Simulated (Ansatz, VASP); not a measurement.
**Hf (Hf(0001)) in two plane-wave programs**

Wanted: the spread between two codes on one cell, functional and k mesh. The cell is taken from a series of runs on this material, whose earlier steps may have relaxed, scaled, displaced or heated it; both programs get it as it stands.

Calculated with Ansatz 0.2.0; plane waves, with VASP 6.6.1 beside it; single point at PBE, spin-orbit coupling.

## Step 1: Starting point

The cell holds 7 atoms: 7 Hf. Cell: a = 3.200 Å, b = 3.200 Å, c = 33.187 Å, α = 90.0°, β = 90.0°, γ = 60.0°. Vacuum lies along c.

Coordinates:

```
Hf
1.0
     3.20000    0.00000    0.00000
     1.60000    2.77128    0.00000
     0.00000    0.00000   33.18720
Hf
7
Direct
  0.00000 0.00000 0.27119
  0.66667 0.66667 0.34746
  0.00000 0.00000 0.42373
  0.66667 0.66667 0.50000
  0.00000 0.00000 0.57627
  0.66667 0.66667 0.65254
  0.00000 0.00000 0.72881
```

## Step 2: VASP: single point, PBE, spin-orbit coupling

With cell and atoms fixed, the geometry can't cause a difference; cores, projectors, grids and the points listed under the comparison can.

Lines of VASP's logs that name or quote its potential files are left out, and so is its time.

INCAR reads:

```
SYSTEM = Hf
PREC = Accurate
ENCUT = 400
EDIFF = 1E-06
NELM = 200
ISMEAR = -1
SIGMA = 0.1
LREAL = .FALSE.
ALGO = Normal
GGA = PE
LNONCOLLINEAR = .TRUE.
MAGMOM = 0 0 0 0 0 0 0 0 0 0 0 0 0 0 0 0 0 0 0 0 0
NBANDS = 86
GGA_COMPAT = .FALSE.
LASPH = .TRUE.
LSORBIT = .TRUE.
LMAXMIX = 4
LORBIT = 11
LWAVE = .FALSE.
LCHARG = .FALSE.
ISIF = 2
LDIPOL = .TRUE.
IDIPOL = 3
DIPOL = 0.5 0.5 0.5
LVHAR = .TRUE.
NELMDL = -8
KPAR = 2
```

POSCAR reads:

```
Hf
1.0
    3.2000000000      0.0000000000      0.0000000000
    1.6000000000      2.7712812921      0.0000000000
    0.0000000000      0.0000000000     33.1872000000
Hf
7
Direct
    0.0000000000      0.0000000000      0.2711888921
    0.6666666667      0.6666666667      0.3474592614
    0.0000000000      0.0000000000      0.4237296307
    0.6666666667      0.6666666667      0.5000000000
    0.0000000000      0.0000000000      0.5762703693
    0.6666666667      0.6666666667      0.6525407386
    0.0000000000      0.0000000000      0.7288111079
```

KPOINTS reads:

```
Automatic mesh
0
Gamma
15 15 1
0 0 0
```

The projector-augmented-wave data sets are Hf_pv (PBE family, release 64).

The run is started by

```sh
$ mpirun -np 2 vasp_ncl
```

Numbers of over 12 decimals in the logs are rounded to 6 here.

The log of the run:

```text
[banner, memory and clock lines left out]
running    2 mpi-ranks, on    1 nodes
 distrk:  each k-point on    1 cores,    2 groups
 distr:  one band on    1 cores,    1 groups

 POSCAR found type information on POSCAR Hf
 POSCAR found :  1 types and       7 ions
 LDA part: xc-table for (Slater+PW92), standard interpolation
 POSCAR, INCAR and KPOINTS ok, starting setup
 FFT: planning ... GRIDC
 FFT: planning ... GRID_SOFT
 FFT: planning ... GRID
 WAVECAR not read
 entering main loop
       N       E                     dE             d eps       ncg     rms          rms(c)
DAV:   1     0.294261763398E+03    0.29426E+03   -0.34864E+04 10472   0.118E+03
DAV:   2    -0.505242262721E+02   -0.34479E+03   -0.33273E+03  9218   0.327E+02
DAV:   3    -0.756876159698E+02   -0.25163E+02   -0.23982E+02 10760   0.595E+01
DAV:   4    -0.770204841156E+02   -0.13329E+01   -0.12704E+01 10904   0.122E+01
DAV:   5    -0.771036540613E+02   -0.83170E-01   -0.80803E-01 11032   0.245E+00
DAV:   6    -0.771100503849E+02   -0.63963E-02   -0.62871E-02 11010   0.583E-01
DAV:   7    -0.771106329255E+02   -0.58254E-03   -0.57479E-03 11080   0.139E-01
DAV:   8    -0.771106989094E+02   -0.65984E-04   -0.65224E-04 10948   0.350E-02    0.140E+02
DAV:   9    -0.115212220739E+03   -0.38102E+02   -0.23346E+02 11802   0.431E+01    0.946E+01
DAV:  10    -0.288302577539E+03   -0.17309E+03   -0.40650E+03 10556   0.871E+01    0.988E+01
DAV:  11    -0.121085450449E+03    0.16722E+03   -0.33917E+02  9372   0.658E+01    0.869E+01
DAV:  12    -0.110002055047E+03    0.11083E+02   -0.51828E+01 10376   0.231E+01    0.746E+01
DAV:  13    -0.845116701896E+02    0.25490E+02   -0.32572E+01 10808   0.170E+01    0.500E+01
DAV:  14    -0.778763025909E+02    0.66354E+01   -0.11493E+01 11000   0.853E+00    0.375E+01
[...]
DAV:  44    -0.723569492491E+02   -0.30598E-05   -0.15279E-05  9220   0.143E-02    0.576E-02
DAV:  45    -0.723569511907E+02   -0.19416E-05   -0.77441E-06  7186   0.658E-03    0.378E-02
DAV:  46    -0.723569557932E+02   -0.46026E-05   -0.53150E-06  8168   0.701E-03    0.255E-02
DAV:  47    -0.723569610573E+02   -0.52640E-05   -0.13858E-06  6426   0.446E-03    0.201E-02
DAV:  48    -0.723569657573E+02   -0.47001E-05   -0.11983E-06  5932   0.424E-03    0.228E-02
DAV:  49    -0.723569668996E+02   -0.11422E-05   -0.18153E-06  6586   0.653E-03    0.569E-03
DAV:  50    -0.723569679722E+02   -0.10726E-05   -0.13254E-06  6428   0.436E-03    0.126E-02
DAV:  51    -0.723569688898E+02   -0.91756E-06   -0.30260E-07  4822   0.223E-03
   1 F= -.72356969E+02 E0= -.72210900E+02  d E =-.292138E+00  mag=    -0.0000     0.0000    -0.0000
```

Parts of OUTCAR (step 2):

```text
ion  position               nearest neighbor table
   1  0.000  0.000  0.271-   2 3.13   2 3.13   2 3.13
   2  0.667  0.667  0.347-   1 3.13   3 3.13   1 3.13   3 3.13   1 3.13   3 3.13
   3  0.000  0.000  0.424-   4 3.13   2 3.13   4 3.13   2 3.13   4 3.13   2 3.13
   4  0.667  0.667  0.500-   3 3.13   5 3.13   3 3.13   5 3.13   3 3.13   5 3.13
   5  0.000  0.000  0.576-   4 3.13   6 3.13   4 3.13   6 3.13   4 3.13   6 3.13
   6  0.667  0.667  0.653-   7 3.13   5 3.13   7 3.13   5 3.13   7 3.13   5 3.13
   7  0.000  0.000  0.729-   6 3.13   6 3.13   6 3.13

  LATTYP: Found a hexagonal cell.
 ALAT       =     3.2000000000
 C/A-ratio  =    10.3710000000

 Subroutine GETGRP returns: Found 12 space group operations
 (whereof 12 operations were pure point group operations)

The static configuration has the point symmetry D_3h.

 Found     46 irreducible k-points:

   k-points           NKPTS =     46   k-points in BZ     NKDIM =     46   number of bands    NBANDS=     86

   dimension x,y,z NGX =    24 NGY =   24 NGZ =  216
   dimension x,y,z NGXF=    48 NGYF=   48 NGZF=  432

   ENCUT  =  400.0 eV  29.40 Ry    5.42 a.u.   5.22  5.22 54.12*2*pi/ulx,y,z

   NELECT =      70.0000    total number of electrons

 k-points in reciprocal lattice and weights: Automatic mesh
   0.00000000  0.00000000  0.00000000       0.004
   0.06666667  0.00000000  0.00000000       0.013
  -0.06666667 -0.00000000  0.00000000       0.013
   0.13333333  0.00000000  0.00000000       0.013
  -0.13333333 -0.00000000  0.00000000       0.013
   0.20000000  0.00000000  0.00000000       0.013
  -0.20000000 -0.00000000  0.00000000       0.013
   0.26666667  0.00000000  0.00000000       0.013
  -0.26666667 -0.00000000  0.00000000       0.013
[...]
0.40000000 -0.26666667  0.00000000       0.027
  -0.33333333  0.33333333  0.00000000       0.009

 dipolmoment           0.000000      0.000000      0.000000 electrons x Angstroem

 average (electrostatic) potential at core
       1 -42.0344       2 -41.5876       3 -41.6139       4 -41.6669       5 -41.6139
       6 -41.5876       7 -42.0344

 E-fermi :   0.6612

 k-point     1 :       0.0000    0.0000    0.0000
  band No.  band energies     occupation
    ...
     56      -3.0508      1.00000
     57       0.5581      0.73705
     58       0.5581      0.73705
     59       0.6212      0.59878
     60       0.6212      0.59878
     61       0.8298      0.15636
     62       0.8298      0.15636
     63       0.9872      0.03697
     64       0.9872      0.03697
     65       1.2311      0.00334
    ...

 k-point     2 :       0.0667    0.0000    0.0000
  band No.  band energies     occupation
    ...
     56      -2.9162      1.00000
     57       0.4946      0.84106
     58       0.4946      0.84106
     59       0.5670      0.71962
     60       0.5670      0.71962
     61       0.7290      0.33674
     62       0.7290      0.33674
     63       0.8653      0.11493
     64       0.8653      0.11493
     65       1.1202      0.01005
    ...

 k-point     3 :      -0.0667   -0.0000    0.0000
  band No.  band energies     occupation
    ...
     56      -2.9162      1.00000
     57       0.4946      0.84106
     58       0.4946      0.84106
     59       0.5670      0.71962
     60       0.5670      0.71962
     61       0.7290      0.33674
     62       0.7290      0.33674
     63       0.8653      0.11493
     64       0.8653      0.11493
     65       1.1202      0.01005
    ...

  Total       -2.6706877     -2.6706877     -2.8012746      0.0000000      0.0000000     -0.0000000
  in kB      -14.5389316    -14.5389316    -15.2498323      0.0000000      0.0000000     -0.0000000
  external PRESSURE =     -14.7758985 kB  Pullay stress =       0.0000000 kB

  energy-cutoff  :      400.00
  volume of cell :      294.31
      direct lattice vectors                 reciprocal lattice vectors
     3.200000000  0.000000000  0.000000000     0.312500000 -0.180421959  0.000000000
     1.600000000  2.771281292  0.000000000     0.000000000  0.360843918  0.000000000
     0.000000000  0.000000000 33.187200000     0.000000000  0.000000000  0.030132099

 POSITION                                       TOTAL-FORCE (eV/Angst)
 -----------------------------------------------------------------------------------
      0.00000      0.00000      9.00000         0.000000      0.000000      0.603175
      3.20000      1.84752     11.53120         0.000000      0.000000     -0.706304
      0.00000      0.00000     14.06240         0.000000      0.000000      0.127121
      3.20000      1.84752     16.59360        -0.000000     -0.000000      0.000000
      0.00000      0.00000     19.12480         0.000000      0.000000     -0.127121
      3.20000      1.84752     21.65600         0.000000      0.000000      0.706304
      0.00000      0.00000     24.18720         0.000000      0.000000     -0.603175
 -----------------------------------------------------------------------------------
    total drift:                               -0.000000     -0.000000      0.000000

  FREE ENERGIE OF THE ION-ELECTRON SYSTEM (eV)
  ---------------------------------------------------
  free  energy   TOTEN  =       -72.3569688898 eV

  energy  without entropy=      -72.0648311908  energy(sigma->0) =      -72.21090004

 vacuum level on the upper side and lower side of the slab         5.007         5.007

 Spin-Orbit-Coupling matrix elements
 Ion:    1  E_soc:     -1.3653290
 Ion:    2  E_soc:     -1.3528004
 Ion:    3  E_soc:     -1.3543048
 Ion:    4  E_soc:     -1.3542997
 Ion:    5  E_soc:     -1.3543048
 Ion:    6  E_soc:     -1.3528004
 Ion:    7  E_soc:     -1.3653290

 total charge
# of ion       s       p       d       tot
------------------------------------------
    1        0.408   6.311   1.496   8.215
    2        0.390   6.437   1.545   8.373
    3        0.393   6.434   1.554   8.381
    4        0.393   6.429   1.553   8.376
    5        0.393   6.434   1.554   8.381
    6        0.390   6.437   1.545   8.373
    7        0.408   6.311   1.496   8.215
--------------------------------------------------
tot          2.777  44.795  10.742  58.314

 magnetization (x)
# of ion       s       p       d       tot
------------------------------------------
    1       -0.000   0.000   0.000   0.000
    2        0.000   0.000   0.000   0.000
    3        0.000   0.000  -0.000   0.000
    4       -0.000   0.000   0.000   0.000
    5        0.000  -0.000   0.000   0.000
    6        0.000   0.000   0.000   0.000
    7        0.000   0.000  -0.000  -0.000
--------------------------------------------------
tot          0.000   0.000  -0.000  -0.000

 magnetization (y)
# of ion       s       p       d       tot
------------------------------------------
    1        0.000   0.000   0.000   0.000
    2        0.000   0.000   0.000   0.000
    3       -0.000   0.000  -0.000  -0.000
    4        0.000   0.000   0.000   0.000
    5        0.000   0.000   0.000   0.000
    6        0.000   0.000   0.000   0.000
    7        0.000   0.000   0.000   0.000
--------------------------------------------------
tot          0.000   0.000   0.000   0.000

 magnetization (z)
# of ion       s       p       d       tot
------------------------------------------
    1        0.000  -0.000  -0.000  -0.000
    2       -0.000   0.000   0.000   0.000
    3        0.000   0.000   0.000   0.000
    4        0.000  -0.000   0.000  -0.000
    5        0.000   0.000   0.000   0.000
    6       -0.000   0.000   0.000   0.000
    7        0.000  -0.000  -0.000  -0.000
--------------------------------------------------
tot          0.000  -0.000   0.000  -0.000

[... 3 further parts left out ...]
```

## Step 3: Ansatz: single point, PBE, spin-orbit coupling

Ansatz runs on its fully relativistic PAW (standard-fr) files.

The same cell, functional, mesh and smearing now go to Ansatz, which takes its cutoff from its data sets.

input.yaml reads:

```yaml
crystal:
  lattice:
    - [3.2, 0.0, 0.0]
    - [1.6, 2.7712812921, 0.0]
    - [0.0, 0.0, 33.1872]
  atoms:
    - { symbol: Hf, position: [0.0, 0.0, 0.2711888921] }
    - { symbol: Hf, position: [0.6666666667, 0.6666666667, 0.3474592614] }
    - { symbol: Hf, position: [0.0, 0.0, 0.4237296307] }
    - { symbol: Hf, position: [0.6666666667, 0.6666666667, 0.5] }
    - { symbol: Hf, position: [0.0, 0.0, 0.5762703693] }
    - { symbol: Hf, position: [0.6666666667, 0.6666666667, 0.6525407386] }
    - { symbol: Hf, position: [0.0, 0.0, 0.7288111079] }
kpoints:
  mp_grid: { grid: [15, 15, 1] }
hamiltonian:
  xc: pbe
  pseudopotentials: { kind: paw_fr }
scf:
  occupations: { method: fermi_dirac, width: 0.1 }
  convergence: { dr2_threshold: 1.0e-09 }
efield:
  axis: 3
  dipole_correction: true
  ramp_position: 0.97
  ramp_width: 0.06
magnetization:
  noncollinear: true
  spin_orbit: true
output:
  write_potential: true
  write_density: true
  volumetric_format: npy
```

The run is started by

```sh
$ ansatz run input.yaml --threads 4 --pin off --max-ram 6144MiB --backend cpu --events-out ev --progress --plain --runs-dir out
```

The log of the run:

```text
Engine: ansatz 0.2.0, x86_64-unknown-linux-gnu
Pseudopotentials: kind: paw_fr
Pseudopotential: Hf, paw_fr, valence charge 26, recommended cutoff 420 eV (normal), Hf.paw.azcp#standard-fr
Functional definition: PBE
  parameter kappa = 0.804
  parameter beta = 0.066725
  exchange = pbe_x(kappa = kappa, mu = beta*pi^2/3)
  correlation = pbe_c(beta = beta)
non-collinear run that drives no moment, with spin-orbit: no starting moment large enough to seed its density (crystal.atoms[].spin), no starting occupations that ask for one, no magnetisation constraint and no magnetic field, so the semilocal B_xc is pinned to zero
Crystal: 7 atoms, lattice volume = 294.307 Å³
Basis set: ecut = 420 eV, 5811 PW (Γ)
Bands: 220, of which v1, the nominal top of the filled ones, is band 182 counted from 1 (181 counted from 0)
Symmetry: 6 space group operations + 6 with time reversal
k-points: 27 of 225 (time reversal used)
Projection manifold: j_resolved (fully-relativistic pseudo-atomic orbitals)
Non-local potential: Hf, projectors of the file, l = 0: 3, l = 1: 4, l = 2: 4, l = 3: 6
PAW form: soft (Blöchl's): semilocal exchange-correlation on the pseudo side does not see the compensation charge
PAW one-centre angular grid: Hf, 590 points (default); XC on 64 Gauss nodes
Initial density: superposition of atomic densities (neutral atoms: chi_scale 0, normalization atom)
Initial wavefunctions: pseudopotential atomic-orbital guess
Functional: x = pbe(κ = 0.804, μ = 0.219515), c = pbe(β = 0.066725)
SCF iter   1: F=—  HF=-110180.972877 eV  |F-HF|=—  |Δ(HF+E_count)|=         —  Δρ=3.38e-2  dr2=8.48e1  dr2_m=0.00e0 (ungated)  ethr=3.10e-3  |M|=0.00e0 ∫|m|=0.00e0 μB  |m|>n=0.0e0 m-floor=0.0e0 τ_xc=0.0e0  β_m=1.00  p=0.000 e·Å  D=8.70e-14 V/Å  ΔV_dip=-0.00 eV  dr2_dipole=1.88e-6  V_vac-E_F(+/−)=6.77/6.77 eV  ⟨swp⟩=6.9  Hψ=25605  notcnv=0  defer=64
efield: sawtooth ramp at fractional position 0.9700 (set: `efield.ramp_position`, or a place that a band, a saddle search or an elastic batch's reference lends), width 0.0600; the density the first Hamiltonian is built on has a dipole p = 0.000 e·Å; the dipole correction subtracts the counter field D = 8.70e-14 V/Å, which shifts the + side's vacuum level by -0.00 eV against the − side's; the planar-averaged density in the ramp window peaks in size at 9.8e-9 e/Å³
preconditioner: auto → LDOS  [metal: Δε(μ)=0.003 eV  Ē_g=16.716 eV  σ=0.100 eV  W_gap=0.01  n_scr=92 (ndim 8)  ℏωp=28.1 eV  f_vac=0.433  D(μ)=9.05/eV (n_scr^D=66)  β→1.0]
spin=Noncollinear: LDOS preconditioning applied to the charge; magnetization (m_x, m_y, m_z) channels mix plain (no charge-response kernel on spin).
SCF iter   2: F=—  HF=-110179.144856 eV  |F-HF|=—  |Δ(HF+E_count)|=    1.83e0  Δρ=2.31e-2  dr2=4.09e1  dr2_m=0.00e0 (ungated)  ethr=3.10e-3  |M|=0.00e0 ∫|m|=0.00e0 μB  |m|>n=0.0e0 m-floor=0.0e0 τ_xc=0.0e0  β_m=0.81  p=-0.000 e·Å  D=-3.65e-5 V/Å  ΔV_dip=0.00 eV  dr2_dipole=1.00e-5  V_vac-E_F(+/−)=3.19/3.19 eV  ⟨swp⟩=5.4  Hψ=14268  notcnv=0  defer=217
SCF iter   3: F=—  HF=-110178.148672 eV  |F-HF|=—  |Δ(HF+E_count)|=   9.96e-1  Δρ=6.93e-3  dr2=1.64e0  dr2_m=0.00e0 (ungated)  ethr=3.10e-3  |M|=0.00e0 ∫|m|=0.00e0 μB  |m|>n=0.0e0 m-floor=0.0e0 τ_xc=0.0e0  β_m=0.74  p=-0.000 e·Å  D=-3.37e-5 V/Å  ΔV_dip=0.00 eV  dr2_dipole=1.86e-9  V_vac-E_F(+/−)=4.84/4.84 eV  ⟨swp⟩=4.3  Hψ=12725  notcnv=0  defer=202
SCF iter   4: F=—  HF=-110178.041046 eV  |F-HF|=—  |Δ(HF+E_count)|=   1.08e-1  Δρ=2.42e-3  dr2=2.80e-2  dr2_m=0.00e0 (ungated)  ethr=9.02e-4  |M|=0.00e0 ∫|m|=0.00e0 μB  |m|>n=0.0e0 m-floor=0.0e0 τ_xc=0.0e0  β_m=0.71  p=-0.000 e·Å  D=-2.14e-5 V/Å  ΔV_dip=0.00 eV  dr2_dipole=3.37e-7  V_vac-E_F(+/−)=4.46/4.46 eV  ⟨swp⟩=4.3  Hψ=11153  notcnv=0  defer=191
SCF iter   5: F=—  HF=-110178.041424 eV  |F-HF|=—  |Δ(HF+E_count)|=   3.78e-4  Δρ=1.03e-3  dr2=5.33e-2  dr2_m=0.00e0 (ungated)  ethr=1.54e-5  |M|=0.00e0 ∫|m|=0.00e0 μB  |m|>n=0.0e0 m-floor=0.0e0 τ_xc=0.0e0  β_m=0.71  p=-0.000 e·Å  D=-1.52e-5 V/Å  ΔV_dip=0.00 eV  dr2_dipole=9.44e-8  V_vac-E_F(+/−)=4.39/4.39 eV  ⟨swp⟩=2.9  Hψ=11823  notcnv=0  defer=192
SCF iter   6: F=—  HF=-110178.039407 eV  |F-HF|=—  |Δ(HF+E_count)|=   2.02e-3  Δρ=2.70e-4  dr2=7.01e-4  dr2_m=0.00e0 (ungated)  ethr=1.54e-5  |M|=0.00e0 ∫|m|=0.00e0 μB  |m|>n=0.0e0 m-floor=0.0e0 τ_xc=0.0e0  β_m=0.77  p=-0.000 e·Å  D=-8.56e-6 V/Å  ΔV_dip=0.00 eV  dr2_dipole=6.78e-9  V_vac-E_F(+/−)=4.40/4.40 eV  ⟨swp⟩=2.1  Hψ=7189  notcnv=0  defer=190
SCF iter   7: F=—  HF=-110178.039603 eV  |F-HF|=—  |Δ(HF+E_count)|=   1.96e-4  Δρ=1.22e-4  dr2=7.50e-5  dr2_m=0.00e0 (ungated)  ethr=3.85e-7  |M|=0.00e0 ∫|m|=0.00e0 μB  |m|>n=0.0e0 m-floor=0.0e0 τ_xc=0.0e0  β_m=0.75  p=-0.000 e·Å  D=-3.78e-6 V/Å  ΔV_dip=0.00 eV  dr2_dipole=2.29e-11  V_vac-E_F(+/−)=4.39/4.39 eV  ⟨swp⟩=2.1  Hψ=10359  notcnv=0  defer=192
[...]
E_closure    = 0.000000  (closes the sum)
  Σ components = -110178.039278   (vs F -110178.039278, Δ=0.00e0)
--- Band table (eV; the first three rows and the last of 27) ---
  k-point 0: bands = [... 178 lower, 9.2028, 9.2028, 9.5329, 9.5329, 9.5619, 9.5619, 9.6369, 9.6369, ... 34 higher]
  k-point 1: bands = [... 178 lower, 9.1637, 9.1637, 9.4250, 9.4250, 9.4567, 9.4567, 9.5267, 9.5267, ... 34 higher]
  k-point 2: bands = [... 178 lower, 8.9569, 8.9569, 9.0887, 9.0887, 9.1339, 9.1339, 9.2456, 9.2456, ... 34 higher]
  k-point 26: bands = [... 178 lower, 7.7044, 7.7046, 8.3142, 8.4447, 8.4730, 8.6051, 8.6771, 8.6940, ... 34 higher]
```

## Step 4: Comparison

Known differences besides the potentials themselves: spin-orbit coupling enters by fully relativistic files in Ansatz and inside the spheres in VASP; the data sets hold 182 valence electrons in Ansatz (on its fully relativistic PAW (standard-fr) files) and 70 in VASP; the cutoff is 420 eV in Ansatz and 400 eV in VASP. Total energies have different zeros and are not compared.

Both answers:

```csv
quantity,Ansatz,VASP,difference
"work function, lower of the two faces (eV)",4.36,4.35,+0.02
"work function, higher of the two faces (eV)",4.36,4.35,+0.02
```

With vacuum in the cell, a pressure given here is an average over mostly empty space and none of the material.

## Step 5: Outcome

```yaml
difference_in_work_function_lower_of_the_two_faces_single_point_pbe_spin_orbit_coupling: 0.016 eV
```

In words: The difference in work function, lower of the two faces is 0.016 eV (single point, PBE, spin-orbit coupling). The data sets hold unlike numbers of valence electrons (182 in Ansatz and 70 in VASP), so part of the differences comes from the potentials. How closely two codes agree says nothing of how well the functional describes the real material.

[Lines on the potential files, build, host, timing and source positions are cut from VASP's logs without a mark.]

[Logs are printed without paths, hosts, clocks, repeated set-up lines and the standing remarks that a program may print on its own settings, such as how far it seeks lower states.]

[Hosts, paths, dates, database ids (printed as entryN), source tags and the programs' standing remarks are cut or masked in the printed files.]
